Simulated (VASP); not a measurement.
Level of theory: PBEsol GGA, VASP's PBE PAW potentials (set 64) (plane waves; VASP).

VASP ran on this input.

### INCAR
```
# general
SYSTEM =HgTe
PREC   =Accurate
ENCUT  =400
LREAL  =.False.
LASPH  =.True.

# electronic loop
EDIFF  =1E-6
NELM   =100
ALGO   =Normal
LMAXMIX=6

# smearing
ISMEAR =1
SIGMA  =0.1

# functional
GGA    =PS

# ions
IBRION =2
NSW    =60
ISIF   =3
EDIFFG =-0.01

# output
LWAVE  =.False.
LCHARG =.False.
```

File KPOINTS:
```
Automatic mesh
0
Gamma
9 9 9
0 0 0
```

### POSCAR
```
HgTe
1
   -0.0000000000     3.2577021707     3.2577021707
    3.2577021707     0.0000000000     3.2577021707
    3.2577021707     3.2577021707    -0.0000000000
Hg Te
1 1
Direct
  0.0000000000   0.0000000000   0.0000000000
  0.2500000000   0.2500000000   0.2500000000
```

POTCAR, in this order: Hg Te (PBE.64 set). Program: vasp_std.

The resulting files:

**OUTCAR**
```
 ion  position               nearest neighbor table
   1  0.000  0.000  0.000-   2 2.82   2 2.82   2 2.82   2 2.82
   2  0.250  0.250  0.250-   1 2.82   1 2.82   1 2.82   1 2.82
  LATTYP: Found a face centered cubic cell.
 ALAT       =     6.5154043414
 Subroutine PRICEL returns:
 Original cell was already a primitive cell.
 Subroutine GETGRP returns: Found 24 space group operations
The static configuration has the point symmetry T_d .
The dynamic configuration has the point symmetry T_d .
 Subroutine INISYM returns: Found 24 space group operations
 Subroutine IBZKPT returns following result:
 Found     35 irreducible k-points:

 Following reciprocal coordinates:
            Coordinates               Weight
  0.000000  0.000000  0.000000      1.000000
  0.111111  0.000000  0.000000      8.000000
  0.222222  0.000000  0.000000      8.000000
  0.333333  0.000000  0.000000      8.000000
  0.444444  0.000000  0.000000      8.000000
  0.111111  0.111111  0.000000      6.000000
  0.222222  0.111111  0.000000     24.000000
  0.333333  0.111111  0.000000     24.000000
  0.444444  0.111111  0.000000     24.000000
 -0.444444  0.111111  0.000000     24.000000
 -0.333333  0.111111  0.000000     24.000000
 -0.222222  0.111111  0.000000     24.000000
 -0.111111  0.111111  0.000000     12.000000
  0.222222  0.222222  0.000000      6.000000
  0.333333  0.222222  0.000000     24.000000
  0.444444  0.222222  0.000000     24.000000
 -0.444444  0.222222  0.000000     24.000000
 -0.333333  0.222222  0.000000     24.000000
 -0.222222  0.222222  0.000000     12.000000
  0.333333  0.333333  0.000000      6.000000
  0.444444  0.333333  0.000000     24.000000
 -0.444444  0.333333  0.000000     24.000000
 -0.333333  0.333333  0.000000     12.000000
  0.444444  0.444444  0.000000      6.000000
...
```

OSZICAR:
```
       N       E                     dE             d eps       ncg     rms          rms(c)
DAV:   1     0.922116749069E+02    0.92212E+02   -0.71010E+03   910   0.966E+02
DAV:   2    -0.906777317239E+00   -0.93118E+02   -0.88881E+02  1055   0.244E+02
DAV:   3    -0.457250968900E+01   -0.36657E+01   -0.36553E+01  1070   0.506E+01
DAV:   4    -0.460757028890E+01   -0.35061E-01   -0.35058E-01  1282   0.461E+00
DAV:   5    -0.460771133428E+01   -0.14105E-03   -0.14104E-03  1080   0.230E-01    0.755E+00
DAV:   6    -0.438797215326E+01    0.21974E+00   -0.54521E-01  1040   0.110E+01    0.605E+00
DAV:   7    -0.437837006871E+01    0.96021E-02   -0.11019E-01  1015   0.262E+00    0.226E+00
DAV:   8    -0.437641300891E+01    0.19571E-02   -0.11021E-02   915   0.142E+00    0.628E-01
DAV:   9    -0.437616822672E+01    0.24478E-03   -0.83267E-04  1085   0.358E-01    0.127E-01
DAV:  10    -0.437617597084E+01   -0.77441E-05   -0.83582E-05  1042   0.964E-02    0.538E-02
DAV:  11    -0.437618286520E+01   -0.68944E-05   -0.23240E-05  1000   0.449E-02    0.298E-02
DAV:  12    -0.437618163990E+01    0.12253E-05   -0.40412E-06  1035   0.193E-02    0.148E-02
DAV:  13    -0.437618162813E+01    0.11766E-07   -0.26288E-07   490   0.393E-03
   1 F= -.43761816E+01 E0= -.43762716E+01  d E =-.437618E+01
```

OUTCAR:
```
------------------------ aborting loop because EDIFF is reached ----------------------------------------
  FORCE on cell =-STRESS in cart. coord.  units (eV):
  Direction    XX          YY          ZZ          XY          YZ          ZX
  --------------------------------------------------------------------------------------
  Total       -0.0056037     -0.0056037     -0.0056037     -0.0000000     -0.0000000      0.0000000
  in kB       -0.1298432     -0.1298432     -0.1298432     -0.0000000     -0.0000000      0.0000000
  external PRESSURE =      -0.1298432 kB  Pullay stress =       0.0000000 kB
  volume of cell :       69.15
      direct lattice vectors                 reciprocal lattice vectors
     0.000000000  3.257702171  3.257702171    -0.153482416  0.153482416  0.153482416
     3.257702171  0.000000000  3.257702171     0.153482416 -0.153482416  0.153482416
     3.257702171  3.257702171  0.000000000     0.153482416  0.153482416 -0.153482416
 POSITION                                       TOTAL-FORCE (eV/Angst)
 -----------------------------------------------------------------------------------
      0.00000      0.00000      0.00000         0.000000      0.000000      0.000000
      1.62885      1.62885      1.62885        -0.000000     -0.000000     -0.000000
 -----------------------------------------------------------------------------------
    total drift:                                0.000000      0.000000      0.000000
  FREE ENERGIE OF THE ION-ELECTRON SYSTEM (eV)
  ---------------------------------------------------
  free  energy   TOTEN  =        -4.3761816281 eV

  energy  without entropy=       -4.3764514970  energy(sigma->0) =       -4.37627158

 reached required accuracy - stopping structural energy minimisation
```
(Selected blocks of OUTCAR.)

The compound is HgTe in the zinc blende structure. It was relaxed first. The start is the result of an earlier pass.
